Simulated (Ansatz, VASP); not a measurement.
# Cross-check of HfSi2P4 (HfSi2P4 monolayer) between VASP and Ansatz

One calculation is typed for both programs; each brings its own data sets. How far apart do they land? The cell is taken from a series of runs on this material, whose earlier steps may have relaxed, scaled, displaced or heated it; both programs get it as it stands.

Program: Ansatz 0.2.0. Level of theory: plane waves, with VASP 6.6.1 beside it; single point at PBE with D3(BJ). Results are calculated unless marked as measured.

## 1. Set-up

The cell holds 7 atoms: 4 P, 2 Si and 1 Hf. Cell: a = 3.586 Å, b = 3.586 Å, c = 27.473 Å, α = 90.0°, β = 90.0°, γ = 120.0°. Vacuum lies along c.

## 2. Ansatz: single point, PBE with D3(BJ)

Ansatz runs on its default PAW (the set named soft_2) files.

With cell and atoms fixed, the geometry can't cause a difference; cores, projectors, grids and the points listed under the comparison can.

The input, input.yaml:

```yaml
crystal:
  lattice:
    - [3.5855450372, 0.0, 0.0]
    - [-1.7927725186, 3.1051730886, 0.0]
    - [0.0, 0.0, 27.4726810803]
  atoms:
    - { symbol: P, position: [0.0, 0.0, 0.3275981683] }
    - { symbol: Si, position: [0.3333333333, 0.6666666667, 0.3632553964] }
    - { symbol: P, position: [0.3333333333, 0.6666666667, 0.4443881656] }
    - { symbol: Hf, position: [0.0, 0.0, 0.5] }
    - { symbol: P, position: [0.3333333333, 0.6666666667, 0.5556118344] }
    - { symbol: Si, position: [0.3333333333, 0.6666666667, 0.6367446036] }
    - { symbol: P, position: [0.0, 0.0, 0.6724018317] }
kpoints:
  mp_grid: { grid: [18, 18, 1] }
  band_path:
    path: [[0, 0, 0], [0.5, 0, 0], [0.33333333, 0.33333333, 0], [0, 0, 0]]
    npoints: 16
hamiltonian:
  xc: pbe
  dispersion: d3bj
scf:
  occupations: { method: fermi_dirac, width: 0.02585 }
  convergence: { dr2_threshold: 1.0e-10 }
efield:
  axis: 3
  dipole_correction: true
  ramp_position: 0.97
  ramp_width: 0.06
  amplitude: 0
output:
  dos: { projected: true, e_range: [-6, 5] }
  write_potential: true
  write_density: true
  volumetric_format: npy
  elf: true
```

Launch:

```bash
> ansatz run input.yaml --threads 2 --pin off --max-ram 3072MiB --backend cpu --events-out ev --progress --plain --runs-dir out
```

Numbers of over 12 decimals in the logs are rounded to 6 here.

What it wrote:

```text
Engine: ansatz 0.2.0, aarch64-unknown-linux-gnu
Pseudopotentials: kind: paw
Pseudopotential: P, paw, valence charge 5, recommended cutoff 420 eV (normal), P.paw.azcp
Pseudopotential: Si, paw, valence charge 4, recommended cutoff 420 eV (normal), Si.paw.azcp
Pseudopotential: Hf, paw, valence charge 26, recommended cutoff 420 eV (normal), Hf.paw.azcp
Functional definition: PBE
  parameter kappa = 0.804
  parameter beta = 0.066725
  exchange = pbe_x(kappa = kappa, mu = beta*pi^2/3)
  correlation = pbe_c(beta = beta)
Crystal: 7 atoms, lattice volume = 305.874 Å³
Basis set: ecut = 420 eV, 5893 PW (Γ)
Bands: 34, of which v1, the nominal top of the filled ones, is band 27 counted from 1 (26 counted from 0)
Symmetry: 6 space group operations
k-points: 37 of 324 (time reversal used)
Non-local potential: P, projectors of the file, l = 0: 2, l = 1: 2, l = 2: 2
Non-local potential: Si, projectors of the file, l = 0: 2, l = 1: 2, l = 2: 2
Non-local potential: Hf, projectors of the file, l = 0: 3, l = 1: 2, l = 2: 2, l = 3: 3
PAW form: soft (Blöchl's): semilocal exchange-correlation on the pseudo side does not see the compensation charge
PAW one-centre angular grid: P, 110 points (default); XC on 64 Gauss nodes
PAW one-centre angular grid: Si, 110 points (default); XC on 64 Gauss nodes
PAW one-centre angular grid: Hf, 590 points (default); XC on 64 Gauss nodes
Initial density: superposition of atomic densities (neutral atoms: chi_scale 0, normalization atom), corrected by the library's trained network
Initial wavefunctions: pseudopotential atomic-orbital guess
Functional: x = pbe(κ = 0.804, μ = 0.219515), c = pbe(β = 0.066725)
SCF iter   1: F=—  HF=-20020.449075 eV  |F-HF|=—  |Δ(HF+E_count)|=         —  Δρ=3.17e-3  dr2=3.99e-2  ethr=1.77e-3  p=0.000 e·Å  D=1.61e-14 V/Å  ΔV_dip=-0.00 eV  dr2_dipole=5.83e-9  V_vac-E_F(+/−)=5.22/5.22 eV  ⟨swp⟩=9.9  Hψ=7343  notcnv=0  defer=7
efield: sawtooth ramp at fractional position 0.9700 (set: `efield.ramp_position`, or a place that a band, a saddle search or an elastic batch's reference lends), width 0.0600; the density the first Hamiltonian is built on has a dipole p = 0.000 e·Å; the dipole correction subtracts the counter field D = 1.61e-14 V/Å, which shifts the + side's vacuum level by -0.00 eV against the − side's; the planar-averaged density in the ramp window peaks in size at 7.4e-6 e/Å³
preconditioner: auto → LDOS  [metal: Δε(μ)=0.061 eV  Ē_g=9.863 eV  σ=0.026 eV  W_gap=0.43  n_scr=34 (ndim 8)  ℏωp=14.4 eV  f_vac=0.527  D(μ)=1.10/eV (n_scr^D=6)  β→1.0]
SCF iter   2: F=—  HF=-20020.457748 eV  |F-HF|=—  |Δ(HF+E_count)|=   8.67e-3  Δρ=2.15e-3  dr2=6.32e-2  ethr=7.38e-5  p=-0.000 e·Å  D=-9.62e-6 V/Å  ΔV_dip=0.00 eV  dr2_dipole=1.54e-9  V_vac-E_F(+/−)=5.64/5.64 eV  ⟨swp⟩=4.2  Hψ=3181  notcnv=0  defer=62
SCF iter   3: F=—  HF=-20020.448117 eV  |F-HF|=—  |Δ(HF+E_count)|=   9.63e-3  Δρ=1.08e-3  dr2=2.06e-2  ethr=7.38e-5  p=0.000 e·Å  D=1.79e-5 V/Å  ΔV_dip=-0.00 eV  dr2_dipole=2.50e-8  V_vac-E_F(+/−)=5.42/5.42 eV  ⟨swp⟩=3.9  Hψ=2147  notcnv=0  defer=62
SCF iter   4: F=—  HF=-20020.444577 eV  |F-HF|=—  |Δ(HF+E_count)|=   3.54e-3  Δρ=3.18e-4  dr2=2.11e-3  ethr=3.82e-5  p=-0.000 e·Å  D=-5.55e-6 V/Å  ΔV_dip=0.00 eV  dr2_dipole=3.49e-9  V_vac-E_F(+/−)=5.53/5.53 eV  ⟨swp⟩=3.0  Hψ=1916  notcnv=0  defer=62
SCF iter   5: F=—  HF=-20020.444319 eV  |F-HF|=—  |Δ(HF+E_count)|=   2.58e-4  Δρ=9.98e-5  dr2=4.07e-5  ethr=3.90e-6  p=0.000 e·Å  D=1.39e-6 V/Å  ΔV_dip=-0.00 eV  dr2_dipole=2.94e-10  V_vac-E_F(+/−)=5.50/5.50 eV  ⟨swp⟩=2.4  Hψ=1795  notcnv=0  defer=62
SCF iter   6: F=—  HF=-20020.444324 eV  |F-HF|=—  |Δ(HF+E_count)|=   4.26e-6  Δρ=3.54e-5  dr2=5.29e-6  ethr=7.54e-8  p=-0.000 e·Å  D=-1.99e-6 V/Å  ΔV_dip=0.00 eV  dr2_dipole=4.02e-10  V_vac-E_F(+/−)=5.50/5.50 eV  ⟨swp⟩=2.9  Hψ=2324  notcnv=0  defer=62
SCF iter   7: F=—  HF=-20020.444323 eV  |F-HF|=—  |Δ(HF+E_count)|=   6.89e-7  Δρ=1.14e-5  dr2=3.66e-7  ethr=9.80e-9  p=0.000 e·Å  D=2.28e-6 V/Å  ΔV_dip=-0.00 eV  dr2_dipole=3.67e-10  V_vac-E_F(+/−)=5.50/5.50 eV  ⟨swp⟩=2.0  Hψ=2043  notcnv=0  defer=62
SCF iter   8: F=—  HF=-20020.444431 eV  |F-HF|=—  |Δ(HF+E_count)|=   1.08e-4  Δρ=4.10e-6  dr2=4.35e-8  ethr=6.77e-10  p=-0.000 e·Å  D=-2.92e-6 V/Å  ΔV_dip=0.00 eV  dr2_dipole=5.55e-10  V_vac-E_F(+/−)=5.50/5.50 eV  ⟨swp⟩=2.2  Hψ=2310  notcnv=0  defer=62
SCF iter   9: F=—  HF=-20020.444431 eV  |F-HF|=—  |Δ(HF+E_count)|=   3.70e-9  Δρ=1.20e-6  dr2=4.25e-9  ethr=8.05e-11  p=0.000 e·Å  D=1.61e-6 V/Å  ΔV_dip=-0.00 eV  dr2_dipole=1.64e-10  V_vac-E_F(+/−)=5.50/5.50 eV  ⟨swp⟩=2.8  Hψ=2381  notcnv=0  defer=62
SCF iter  10: F=—  HF=-20020.444431 eV  |F-HF|=—  |Δ(HF+E_count)|=   9.44e-9  Δρ=4.22e-7  dr2=1.19e-9  ethr=7.87e-12  p=-0.000 e·Å  D=-2.24e-6 V/Å  ΔV_dip=0.00 eV  dr2_dipole=2.94e-10  V_vac-E_F(+/−)=5.50/5.50 eV  ⟨swp⟩=2.2  Hψ=2206  notcnv=0  defer=62
SCF iter  11: F=—  HF=-20020.444431 eV  |F-HF|=—  |Δ(HF+E_count)|=   1.41e-9  Δρ=2.43e-7  dr2=6.11e-10  ethr=2.20e-12  p=0.000 e·Å  D=1.77e-6 V/Å  ΔV_dip=-0.00 eV  dr2_dipole=1.81e-10  V_vac-E_F(+/−)=5.50/5.50 eV  ⟨swp⟩=2.4  Hψ=1685  notcnv=0  defer=62
SCF iter  12: F=—  HF=-20020.444431 eV  |F-HF|=—  |Δ(HF+E_count)|=  3.82e-10  Δρ=1.17e-7  dr2=1.19e-10  ethr=1.13e-12  p=0.000 e·Å  D=7.53e-7 V/Å  ΔV_dip=-0.00 eV  dr2_dipole=3.02e-11  V_vac-E_F(+/−)=5.50/5.50 eV  ⟨swp⟩=2.0  Hψ=1450  notcnv=0  defer=62
SCF iter  13: F=-20020.444431 eV  HF=-20020.444431 eV  |F-HF|=5.46e-11  |Δ(HF+E_count)|=  1.09e-10  Δρ=3.60e-8  dr2=1.26e-11  ethr=1.00e-12  p=0.000 e·Å  D=2.05e-7 V/Å  ΔV_dip=-0.00 eV  dr2_dipole=2.74e-12  V_vac-E_F(+/−)=5.50/5.50 eV  ⟨swp⟩=11.2  Hψ=4650  notcnv=0
SCF 1 converged in 13 iterations: F = -20020.444431 eV  dr2 = 1.26e-11
  greatest PAW one-centre occupation: 0.998 electrons in one spin orbital (limit 2), on the Hf atom at site 3 (counted from 0), in its partial waves of l = 0
NSCF: frozen V_eff on 49 k-points
efield: sawtooth ramp at fractional position 0.9700 (kept from the solve that this one continues, or follows in the run), width 0.0600; the density the first Hamiltonian is built on has a dipole p = 0.000 e·Å; the dipole correction subtracts the counter field D = 2.05e-7 V/Å, which shifts the + side's vacuum level by -0.00 eV against the − side's; the planar-averaged density in the ramp window peaks in size at 1.8e-7 e/Å³
WARN: The output density's exchange-correlation potential varies sharply where the density is thin. Do not read a vacuum level from v_tot or v_xc, or from such a field of the output density. On a cell that repeats whose density bears no net charge and no dipole along the vacuum's axis use v_es (v_loc + v_h of the components); under efield.dipole_correction with no amplitude use v_es + v_field, which holds any externa [...]
SCF converged after 13 iterations
Free energy (F): -20020.444431 eV
Harris-Foulkes:  -20020.444431 eV  (|F-HF|=5.46e-11)
Internal energy: -20020.442164 eV  (E = F + TS)
E sigma→0 (E₀):  -20020.443297 eV
Entropy (-TS):   -0.002267 eV (-0.324 meV/atom)
Fermi energy:    0.843437 eV
Dipole field:    D = -0.000002 V/Å  (p = -0.000003 e·Å, saw-weighted, corrected)
Work function:   Φ+ = 5.4996 eV   Φ− = 5.4995 eV
Levels:          The Fermi level and band energies are counted from a zero that moves with the ramp; work functions are not
--- Per-component energies (eV) ---
  E_band       = -581.772201
  E_kinetic    = 788.509204
  E_local      = -57672.915214  (includes V_loc(G=0)·N_el)
  E_nonlocal   = -1056.772085
  E_hartree    = 28287.904304
  E_xc         = -657.508926
  E_vxc        = -604.145729  (∫ρ·V_xc dr)
  E_paw        = -10230.676894  (= ΣΔE_a)
  E_vpaw       = 1387.743448  (= ΣTr[D̂ρ^β])
  E_aug_tail   = 0.000024  (compensation charges beyond the density's cutoff)
  E_efield     = 0.000000  (sawtooth field / dipole correction)
  E_vefield    = 0.000000  (∫n·V_field dr)
  E_ewald      = 20523.244422
  E_disp       = -2.226998  (pairwise vdW)
  E_smearing   = -0.002267  (= −TS)
  E_closure    = -0.000000  (closes the sum)
  Σ components = -20020.444431   (vs F -20020.444431, Δ=0.00e0)
--- Band table (eV; the first three rows and the last of 37) ---
  k-point 0: bands = [... 23 lower, -0.2137, -0.0546, 0.9076, 0.9076, 1.6865, 3.3086, 3.4820, 3.7545, ... 3 higher]
  k-point 1: bands = [... 23 lower, -0.2309, -0.0603, 0.8124, 0.8437, 1.7354, 3.5138, 3.5737, 3.8353, ... 3 higher]
  k-point 2: bands = [... 23 lower, -0.2077, -0.1125, 0.5480, 0.6712, 1.7524, 3.3745, 3.4260, 4.0470, ... 3 higher]
  k-point 36: bands = [... 23 lower, -1.8868, -1.6126, -0.5012, 0.3211, 2.2795, 3.1899, 3.1904, 3.7105, ... 3 higher]
```

## 3. VASP: single point, PBE with D3(BJ)

The same cell, functional, mesh and smearing now go to VASP, with its own data sets.

Lines of VASP's logs that name or quote its potential files are left out, and so is its time.

The input, INCAR:

```
SYSTEM = HfSi2P4
PREC = Accurate
ENCUT = 400
EDIFF = 1E-06
NELM = 120
ISMEAR = -1
SIGMA = 0.02585
LREAL = .FALSE.
ALGO = Normal
GGA = PE
IVDW = 12
NBANDS = 26
LASPH = .TRUE.
LORBIT = 11
LWAVE = .FALSE.
LCHARG = .FALSE.
ISIF = 2
LDIPOL = .TRUE.
IDIPOL = 3
DIPOL = 0.5 0.5 0.5
LVHAR = .TRUE.
GGA_COMPAT = .FALSE.
NELMDL = -8
KPAR = 2
```

The input, POSCAR:

```
HfSi2P4
1.0
    3.5855450372      0.0000000000      0.0000000000
   -1.7927725186      3.1051730886      0.0000000000
    0.0000000000      0.0000000000     27.4726810803
P Si Hf
4 2 1
Direct
    0.0000000000      0.0000000000      0.3275981683
    0.3333333333      0.6666666667      0.4443881656
    0.3333333333      0.6666666667      0.5556118344
    0.0000000000      0.0000000000      0.6724018317
    0.3333333333      0.6666666667      0.3632553964
    0.3333333333      0.6666666667      0.6367446036
    0.0000000000      0.0000000000      0.5000000000
```

The input, KPOINTS:

```
Automatic mesh
0
Gamma
18 18 1
0 0 0
```

Potentials, in the order of the species: P, Si and Hf_pv (PBE family, release 64).

Launch:

```bash
> mpirun -np 2 vasp_std
```

What it wrote:

```text
[banner, memory and clock lines left out]
running    2 mpi-ranks, on    1 nodes
 distrk:  each k-point on    1 cores,    2 groups
 distr:  one band on    1 cores,    1 groups

 POSCAR found type information on POSCAR P SiHf
 POSCAR found :  3 types and       7 ions
 LDA part: xc-table for (Slater+PW92), standard interpolation
 POSCAR, INCAR and KPOINTS ok, starting setup
 FFT: planning ... GRIDC
 FFT: planning ... GRID_SOFT
 FFT: planning ... GRID
 WAVECAR not read
 entering main loop
       N       E                     dE             d eps       ncg     rms          rms(c)
DAV:   1     0.160387051481E+03    0.16039E+03   -0.14148E+04  2228   0.930E+02
DAV:   2    -0.312022359724E+02   -0.19159E+03   -0.18785E+03  2490   0.199E+02
DAV:   3    -0.462067837132E+02   -0.15005E+02   -0.14837E+02  2398   0.537E+01
DAV:   4    -0.466575512854E+02   -0.45077E+00   -0.44948E+00  2976   0.105E+01
DAV:   5    -0.466687863655E+02   -0.11235E-01   -0.11229E-01  2776   0.143E+00
DAV:   6    -0.466691866098E+02   -0.40024E-03   -0.40018E-03  3064   0.244E-01
DAV:   7    -0.466691955170E+02   -0.89072E-05   -0.89065E-05  2776   0.308E-02
DAV:   8    -0.466691958796E+02   -0.36260E-06   -0.36252E-06  2280   0.505E-03    0.536E+01
DAV:   9    -0.449778896576E+02    0.16913E+01   -0.44972E+00  2124   0.858E+00    0.367E+01
DAV:  10    -0.449380380134E+02    0.39852E-01   -0.28453E+00  2456   0.802E+00    0.689E+00
DAV:  11    -0.448087880665E+02    0.12925E+00   -0.90531E-01  2454   0.486E+00    0.263E+00
DAV:  12    -0.448110950986E+02   -0.23070E-02   -0.59264E-02  2506   0.102E+00    0.153E+00
DAV:  13    -0.448116702204E+02   -0.57512E-03   -0.33320E-03  2612   0.386E-01    0.105E+00
DAV:  14    -0.448102215041E+02    0.14487E-02   -0.34970E-03  2528   0.246E-01    0.291E-01
[...]
DAV:  19    -0.448099042935E+02   -0.36296E-04   -0.11322E-05  2936   0.138E-02    0.217E-02
DAV:  20    -0.448099488287E+02   -0.44535E-04   -0.61126E-06  1952   0.746E-03    0.167E-02
DAV:  21    -0.448099612939E+02   -0.12465E-04   -0.57537E-07  1694   0.314E-03    0.897E-03
DAV:  22    -0.448100032510E+02   -0.41957E-04   -0.78094E-06  2026   0.924E-03    0.581E-03
DAV:  23    -0.448100109205E+02   -0.76695E-05   -0.88377E-07  1742   0.389E-03    0.754E-03
DAV:  24    -0.448100138434E+02   -0.29230E-05   -0.40272E-07  1426   0.294E-03    0.450E-03
DAV:  25    -0.448100161085E+02   -0.22650E-05   -0.27139E-07  1482   0.194E-03    0.130E-03
DAV:  26    -0.448100166874E+02   -0.57893E-06   -0.42208E-08  1158   0.909E-04
   1 F= -.47036747E+02 E0= -.47035623E+02  d E =-.224842E-02
```

OUTCAR, selected parts (step 3):

```text
ion  position               nearest neighbor table
   1  0.000  0.000  0.328-   5 2.29   5 2.29   5 2.29
   2  0.333  0.667  0.444-   5 2.23   7 2.57   7 2.57   7 2.57
   3  0.333  0.667  0.556-   6 2.23   7 2.57   7 2.57   7 2.57
   4  0.000  0.000  0.672-   6 2.29   6 2.29   6 2.29
   5  0.333  0.667  0.363-   2 2.23   1 2.29   1 2.29   1 2.29
   6  0.333  0.667  0.637-   3 2.23   4 2.29   4 2.29   4 2.29
   7  0.000  0.000  0.500-   2 2.57   3 2.57   2 2.57   3 2.57   2 2.57   3 2.57

  LATTYP: Found a hexagonal cell.
 ALAT       =     3.5855450372
 C/A-ratio  =     7.6620655424

 Subroutine GETGRP returns: Found 12 space group operations
 (whereof 12 operations were pure point group operations)

The static configuration has the point symmetry D_3h.

 Found     37 irreducible k-points:

   k-points           NKPTS =     37   k-points in BZ     NKDIM =     37   number of bands    NBANDS=     26

   dimension x,y,z NGX =    24 NGY =   24 NGZ =  180
   dimension x,y,z NGXF=    48 NGYF=   48 NGZF=  360

   ENCUT  =  400.0 eV  29.40 Ry    5.42 a.u.   5.85  5.85 44.80*2*pi/ulx,y,z

   NELECT =      38.0000    total number of electrons

 k-points in reciprocal lattice and weights: Automatic mesh
   0.00000000  0.00000000  0.00000000       0.003
   0.05555556  0.00000000  0.00000000       0.019
   0.11111111  0.00000000  0.00000000       0.019
   0.16666667  0.00000000  0.00000000       0.019
   0.22222222  0.00000000  0.00000000       0.019
   0.27777778  0.00000000  0.00000000       0.019
   0.33333333  0.00000000  0.00000000       0.019
   0.38888889  0.00000000  0.00000000       0.019
   0.44444444  0.00000000  0.00000000       0.019
[...]
0.33333333  0.27777778  0.00000000       0.037
   0.33333333  0.33333333  0.00000000       0.006

 dipolmoment           0.000000      0.000000      0.000000 electrons x Angstroem

 average (electrostatic) potential at core
       1 -88.8045       2 -88.0786       3 -88.0786       4 -88.8045       5 -90.4013
       6 -90.4013       7 -42.4833

 E-fermi :  -0.5634

 k-point     1 :       0.0000    0.0000    0.0000
  band No.  band energies     occupation
    ...
     13      -1.8407      2.00000
     14      -1.8407      2.00000
     15      -1.6098      2.00000
     16      -1.6098      2.00000
     17      -1.4636      2.00000
     18      -0.5032      0.17746
     19      -0.5032      0.17746
     20       0.2905      0.00000
     21       1.9251      0.00000
     22       2.0958      0.00000
    ...

 k-point     2 :       0.0556    0.0000    0.0000
  band No.  band energies     occupation
    ...
     15      -1.8267      2.00000
     16      -1.6280      2.00000
     17      -1.4702      2.00000
     18      -0.5984      1.58921
     19      -0.5668      1.06504
     20       0.3380      0.00000
     21       2.1277      0.00000
     22       2.1838      0.00000
     23       2.4435      0.00000
     24       2.4461      0.00000
    ...

 k-point     3 :       0.1111    0.0000    0.0000
  band No.  band energies     occupation
    ...
     15      -2.1316      2.00000
     16      -1.6075      2.00000
     17      -1.5230      2.00000
     18      -0.8624      1.99998
     19      -0.7382      1.99769
     20       0.3533      0.00000
     21       1.9820      0.00000
     22       2.0349      0.00000
     23       2.6500      0.00000
     24       2.8117      0.00000
    ...

 Edisp (eV)   -2.22673

  Total      -0.10640    -0.10640    -0.26063     0.00000     0.00000     0.00000
  in kB      -0.55734    -0.55734    -1.36517     0.00000     0.00000     0.00000
  external pressure =       -0.83 kB  Pullay stress =        0.00 kB

  energy-cutoff  :      400.00
  volume of cell :      305.87
      direct lattice vectors                 reciprocal lattice vectors
     3.585545037  0.000000000  0.000000000     0.278897626  0.161021620  0.000000000
    -1.792772519  3.105173089  0.000000000     0.000000000  0.322043239  0.000000000
     0.000000000  0.000000000 27.472681080     0.000000000  0.000000000  0.036399796

 POSITION                                       TOTAL-FORCE (eV/Angst)
 -----------------------------------------------------------------------------------
      0.00000      0.00000      9.00000        -0.000000     -0.000000      0.021271
     -0.00000      2.07012     12.20853        -0.000000      0.000000      0.009457
     -0.00000      2.07012     15.26415         0.000000      0.000000     -0.009457
      0.00000      0.00000     18.47268        -0.000000     -0.000000     -0.021271
     -0.00000      2.07012      9.97960         0.000000      0.000000     -0.001287
     -0.00000      2.07012     17.49308        -0.000000     -0.000000      0.001287
      0.00000      0.00000     13.73634         0.000000     -0.000000      0.000000
 -----------------------------------------------------------------------------------
    total drift:                                0.000000     -0.000000     -0.000000

  FREE ENERGIE OF THE ION-ELECTRON SYSTEM (eV)
  ---------------------------------------------------
  free  energy   TOTEN  =       -47.0367470765 eV

  energy  without entropy=      -47.0344986550  energy(sigma->0) =      -47.03562287

 vacuum level on the upper side and lower side of the slab         4.927         4.927

 total charge
# of ion       s       p       d       tot
------------------------------------------
    1        1.061   1.457   0.000   2.518
    2        1.024   1.575   0.000   2.600
    3        1.024   1.575   0.000   2.600
    4        1.061   1.457   0.000   2.518
    5        0.738   0.867   0.000   1.605
    6        0.738   0.867   0.000   1.605
    7        0.321   6.520   1.638   8.478
--------------------------------------------------
tot          5.968  14.317   1.638  21.923

[... 3 further parts left out ...]
```

## 4. Side by side

Known differences besides the potentials themselves: the data sets hold 54 valence electrons in Ansatz (on its default PAW (the set named soft_2) files) and 38 in VASP; the cutoff is 420 eV in Ansatz and 400 eV in VASP. Total energies have different zeros and are not compared.

The two programs side by side:

```tsv
quantity	Ansatz	VASP	difference
work function, lower of the two faces (eV)	5.50	5.49	+0.01
work function, higher of the two faces (eV)	5.50	5.49	+0.01
```

With vacuum in the cell, a pressure given here is an average over mostly empty space and none of the material.

## 5. Summary of results

| Item | Value |
| --- | --- |
| difference in work function, higher of the two faces (single point, PBE with D3(BJ)) | 0.0092 eV |

**Reading.** The difference in work function, higher of the two faces is 0.0092 eV (single point, PBE with D3(BJ)). The data sets hold unlike numbers of valence electrons (54 in Ansatz and 38 in VASP), so part of the differences comes from the potentials. Such differences can come from data sets, numerical settings and the points named under the comparisons, not from the functional's error against experiment.

[Lines on the potential files, build, host, timing and source positions are cut from VASP's logs without a mark.]

[Logs are printed without paths, hosts, clocks, repeated set-up lines and the standing remarks that a program may print on its own settings, such as how far it seeks lower states.]

[Hosts, paths, dates, database ids (printed as entryN), source tags and the programs' standing remarks are cut or masked in the printed files.]
